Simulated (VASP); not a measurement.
# SbW2 (Fm-3m) in VASP: further runs, part 2 of 2

VASP 6.6.1. Earlier steps stand in the parts before.

## Step 4: Band structure, r2SCAN

INCAR reads:

```
PREC = Accurate ; ENCUT = 520
EDIFF = 1E-7 ; ISMEAR = -1
SIGMA = 0.05 ; LREAL = False
LASPH = True ; NELM = 100
ALGO = Normal ; ISIF = 2
LWAVE = False ; LCHARG = False
LMAXMIX = 4 ; METAGGA = R2SCAN
LMIXTAU = True ; NBANDS = 24
```

KPOINTS reads:

```
Automatic mesh
0
Gamma
  5 5 5
```

POSCAR reads:

```
SbW2
1.0
    0.0000000000      3.1330100000      3.1330100000
    3.1330100000      0.0000000000      3.1330100000
    3.1330100000      3.1330100000      0.0000000000
Sb W
1 2
Direct
    0.5000000000      0.5000000000      0.5000000000
    0.2500000000      0.2500000000      0.2500000000
    0.7500000000      0.7500000000      0.7500000000
```

KPOINTS_OPT reads:

```
path GXWKGLUWLK,UX
20
line-mode
reciprocal
 0.0000000000  0.0000000000  0.0000000000  G
 0.5000000000  0.0000000000  0.5000000000  X

 0.5000000000  0.0000000000  0.5000000000  X
 0.5000000000  0.2500000000  0.7500000000  W

 0.5000000000  0.2500000000  0.7500000000  W
 0.3750000000  0.3750000000  0.7500000000  K

 0.3750000000  0.3750000000  0.7500000000  K
 0.0000000000  0.0000000000  0.0000000000  G

 0.0000000000  0.0000000000  0.0000000000  G
 0.5000000000  0.5000000000  0.5000000000  L

 0.5000000000  0.5000000000  0.5000000000  L
 0.6250000000  0.2500000000  0.6250000000  U

 0.6250000000  0.2500000000  0.6250000000  U
 0.5000000000  0.2500000000  0.7500000000  W

 0.5000000000  0.2500000000  0.7500000000  W
 0.5000000000  0.5000000000  0.5000000000  L

 0.5000000000  0.5000000000  0.5000000000  L
 0.3750000000  0.3750000000  0.7500000000  K

 0.6250000000  0.2500000000  0.6250000000  U
 0.5000000000  0.0000000000  0.5000000000  X
```

Potentials or basis: VASP PAW PBE potentials, release 64 (Sb, W_sv).

The run is started by

```bash
$ cat potpaw_PBE.64/Sb/POTCAR potpaw_PBE.64/W_sv/POTCAR > POTCAR
$ mpirun -np 1 vasp_std > vasp.out
```

OUTCAR:

```text
PREC = Accurate
   ENCUT = 520
   EDIFF = 1E-7
   ISMEAR = -1
   LREAL = False
   LASPH = True
   NELM = 100
   ISIF = 2
   METAGGA = R2SCAN

 ion  position               nearest neighbor table
   1  0.500  0.500  0.500-   2 2.71   2 2.71   2 2.71   3 2.71   3 2.71   3 2.71   3 2.71   2 2.71

   2  0.250  0.250  0.250-   1 2.71   1 2.71   1 2.71   1 2.71   3 3.13   3 3.13   3 3.13   3 3.13
                             3 3.13   3 3.13
   3  0.750  0.750  0.750-   1 2.71   1 2.71   1 2.71   1 2.71   2 3.13   2 3.13   2 3.13   2 3.13
                             2 3.13   2 3.13

  LATTYP: Found a face centered cubic cell.
 ALAT       =     6.2660200000

  Lattice vectors:

 A1 = (   0.0000000000,   3.1330100000,   3.1330100000)
 A2 = (   3.1330100000,   0.0000000000,   3.1330100000)
 A3 = (   3.1330100000,   3.1330100000,   0.0000000000)

Analysis of symmetry for initial positions (statically):
=====================================================================
 Subroutine PRICEL returns:
 Original cell was already a primitive cell.

 Routine SETGRP: Setting up the symmetry group for a
 face centered cubic supercell.

 Subroutine GETGRP returns: Found 48 space group operations
[... 151 lines left out ...]
  energy without entropy =     -123.66579665  energy(sigma->0) =     -123.69003648

 E-fermi :   9.2285     XC(G=0): -12.6054

 val. band max:        9.2049662548   @ k =  -0.4000   0.4000   0.2000
 cond. band min:       9.2606944976   @ k =  -0.4000   0.4000   0.0000
 fundamental gap:      0.0557282428
 Fermi energy:         9.2285387807

 k-point     1 :       0.0000    0.0000    0.0000
  band No.  band energies     occupation
      1     -66.7388      2.00000
      2     -66.7035      2.00000
      3     -30.4107      2.00000
      4     -30.4107      2.00000
      5     -30.4107      2.00000
      6     -30.2057      2.00000
[... 259 lines left out ...]
     23      15.8551      0.00000
     24      16.2876      0.00000

------------------------ aborting loop because EDIFF is reached ----------------------------------------

  FORCE on cell =-STRESS in cart. coord.  units (eV):
  Direction    XX          YY          ZZ          XY          YZ          ZX
  --------------------------------------------------------------------------------------
  -------------------------------------------------------------------------------------
  Total       -0.7286000     -0.7286000     -0.7286000      0.0000000      0.0000000     -0.0000000
  in kB      -18.9794856    -18.9794856    -18.9794856      0.0000000      0.0000000     -0.0000000
  external PRESSURE =     -18.9794856 kB  Pullay stress =       0.0000000 kB

 VOLUME and BASIS-vectors are now :
 -----------------------------------------------------------------------------
  energy-cutoff  :      520.00
  volume of cell :       61.51
      direct lattice vectors                 reciprocal lattice vectors
     0.000000000  3.133010000  3.133010000    -0.159590937  0.159590937  0.159590937
     3.133010000  0.000000000  3.133010000     0.159590937 -0.159590937  0.159590937
     3.133010000  3.133010000  0.000000000     0.159590937  0.159590937 -0.159590937

 POSITION                                       TOTAL-FORCE (eV/Angst)
 -----------------------------------------------------------------------------------
      3.13301      3.13301      3.13301        -0.000000     -0.000000     -0.000000
      1.56651      1.56651      1.56651        -0.000000      0.000000     -0.000000
      4.69951      4.69951      4.69951         0.000000     -0.000000      0.000000
 -----------------------------------------------------------------------------------
    total drift:                                0.000000      0.000000      0.000000

  FREE ENERGIE OF THE ION-ELECTRON SYSTEM (eV)
  ---------------------------------------------------
  free  energy   TOTEN  =      -123.7142763023 eV

  energy  without entropy=     -123.6657966482  energy(sigma->0) =     -123.69003648
```

OSZICAR:

```text
N       E                     dE             d eps       ncg     rms          rms(c)
DAV:   1     0.253043737338E+03    0.25304E+03   -0.18829E+04   496   0.144E+03
DAV:   2    -0.119288106146E+03   -0.37233E+03   -0.36062E+03   560   0.447E+02
DAV:   3    -0.132382183950E+03   -0.13094E+02   -0.12785E+02   608   0.847E+01
DAV:   4    -0.132586687817E+03   -0.20450E+00   -0.20436E+00   544   0.121E+01
DAV:   5    -0.132591729695E+03   -0.50419E-02   -0.50418E-02   584   0.189E+00    0.225E+01
DAV:   6    -0.123702822260E+03    0.88889E+01   -0.50154E+00   512   0.210E+01    0.512E+00
DAV:   7    -0.123411324807E+03    0.29150E+00   -0.59957E-01   568   0.520E+00    0.260E+00
DAV:   8    -0.124043030183E+03   -0.63171E+00   -0.51722E-01   520   0.554E+00    0.717E-01
DAV:   9    -0.123667844881E+03    0.37519E+00   -0.34372E-01   496   0.451E+00    0.443E-01
DAV:  10    -0.123700086503E+03   -0.32242E-01   -0.79712E-02   496   0.175E+00    0.314E-01
[... 184 further cycles ...]
DAV:   9    -0.545178739019E+04   -0.94014E-08      456
       N       E                     dE             ncg
DAV:   1    -0.155677283325E+04   -0.11901E+05      512
DAV:   2    -0.532592736349E+04   -0.37692E+04      552
DAV:   3    -0.545182780856E+04   -0.12590E+03      600
DAV:   4    -0.545405070255E+04   -0.22229E+01      544
DAV:   5    -0.545410160833E+04   -0.50906E-01      568
DAV:   6    -0.545410458559E+04   -0.29773E-02      624
DAV:   7    -0.545410460088E+04   -0.15291E-04      592
DAV:   8    -0.545410460154E+04   -0.66422E-06      608
DAV:   9    -0.545410460155E+04   -0.10151E-07      448
```

stdout:

```text
POSCAR found type information on POSCAR SbW
 POSCAR found :  2 types and       3 ions
 scaLAPACK will be used
 -----------------------------------------------------------------------------
|                                                                             |
|                                                                             |
|     You enforced a specific xc type in the INCAR file but a different       |
|     I HOPE YOU KNOW WHAT YOU ARE DOING!                                     |
|                                                                             |
 -----------------------------------------------------------------------------

 LDA part: xc-table for (None), standard interpolation
 POSCAR, INCAR and KPOINTS ok, starting setup
 FFT: planning ... GRIDC
 FFT: planning ... GRID_SOFT
 FFT: planning ... GRID
 WAVECAR not read
 entering main loop
 Start KPOINTS_OPT (optional k-point list driver)
k-point batch [1-10\200]
k-point batch [11-20\200]
k-point batch [21-30\200]
k-point batch [31-40\200]
k-point batch [41-50\200]
k-point batch [51-60\200]
[... 12 lines left out ...]
k-point batch [181-190\200]
k-point batch [191-200\200]
```

Wall time 6.5 min (1 thread of Intel Xeon Platinum 8559C (Emerald Rapids), shared host); peak memory 0.21 GiB.

What came out:

| Item | Value |
| --- | --- |
| Free energy | -123.7143 eV |
| Pressure | -1.9 GPa |
| Band gap along the path | none (metal or under the smearing width) |

Levels at the corners of the path, in eV from the Fermi level:
```
point  band 14  band 15  band 16  band 17  band 18  band 19  band 20  band 21
    Γ    -3.25     1.24     1.83     1.83     1.83     3.63     3.63     4.66
    X    -2.75    -2.67     0.19     0.19     0.53     0.53     1.99     3.49
    X    -2.75    -2.67     0.19     0.19     0.53     0.53     1.99     3.49
    W    -2.05    -2.05    -0.21    -0.21     0.35     0.82     1.14     3.62
    W    -2.05    -2.05    -0.21    -0.21     0.35     0.82     1.14     3.62
    K    -2.21    -1.92    -0.21     0.05     0.40     0.55     1.30     3.64
    K    -2.21    -1.92    -0.21     0.05     0.40     0.55     1.30     3.64
    Γ    -3.25     1.24     1.83     1.83     1.83     3.63     3.63     4.66
    Γ    -3.25     1.24     1.83     1.83     1.83     3.63     3.63     4.66
    L    -1.54    -0.78    -0.76    -0.50    -0.50    -0.27    -0.27     4.78
    L    -1.54    -0.78    -0.76    -0.50    -0.50    -0.27    -0.27     4.78
    U    -2.21    -1.92    -0.21     0.05     0.40     0.55     1.30     3.64
    U    -2.21    -1.92    -0.21     0.05     0.40     0.55     1.30     3.64
    W    -2.05    -2.05    -0.21    -0.21     0.35     0.82     1.14     3.62
    W    -2.05    -2.05    -0.21    -0.21     0.35     0.82     1.14     3.62
    L    -1.54    -0.78    -0.76    -0.50    -0.50    -0.27    -0.27     4.78
    L    -1.54    -0.78    -0.76    -0.50    -0.50    -0.27    -0.27     4.78
    K    -2.21    -1.92    -0.21     0.05     0.40     0.55     1.30     3.64
    U    -2.21    -1.92    -0.21     0.05     0.40     0.55     1.30     3.64
    X    -2.75    -2.67     0.19     0.19     0.53     0.53     1.99     3.49
```

Caveat: the PAW data sets were made with another functional, which shifts forces and pressure a little; spin-orbit coupling is left out, which moves the levels of the heavy elements.

## Step 5: The reference run

An earlier run on the cell as given: functional PBE; potentials or basis VASP PAW PBE potentials, release 64 (Sb, W_sv); cutoff 520 eV; k mesh 7 × 7 × 7; occupations fermi-dirac, width 0.05 eV; no spin polarisation.

* Pressure: 0.2 GPa
* Band gap on the k mesh: none (metal or under the smearing width)

## Step 6: Summary

| task | level | spin | U | k mesh | smearing | pressure (GPa) |
| --- | --- | --- | --- | --- | --- | --- |
| band structure | r2SCAN+D4+U | SOC, no magnetisation | W d U = 3 eV | 5 × 5 × 5 | methfessel-paxton 0.1 eV | 0.2 |
| electric field gradients | r2SCAN | off | - | 7 × 7 × 7 | fermi-dirac 0.02 eV | -2.7 |
| band structure | r2SCAN | off | - | 5 × 5 × 5 | fermi-dirac 0.05 eV | -1.9 |
| single point | PBE | off | - | 7 × 7 × 7 | fermi-dirac 0.05 eV | 0.2 |

Alike in all rows: potentials or basis VASP PAW PBE potentials, release 64 (Sb, W_sv); cell as given; cutoff (eV) 520.

The pressure there spans -2.7 GPa (r2SCAN) to 0.2 GPa (r2SCAN+D4+U); a positive pressure means that this level wants a larger cell, a negative one a smaller.

Caveats: the PAW data sets were made with another functional, which shifts forces and pressure a little (some runs); the U is typed as a test and isn't derived for this compound (some runs); the bands computed are all filled at some k points, so no gap is given (some runs); spin-orbit coupling is left out, which moves the levels of the heavy elements (some runs).

Absolute energies hang on the potentials; compare differences alone.
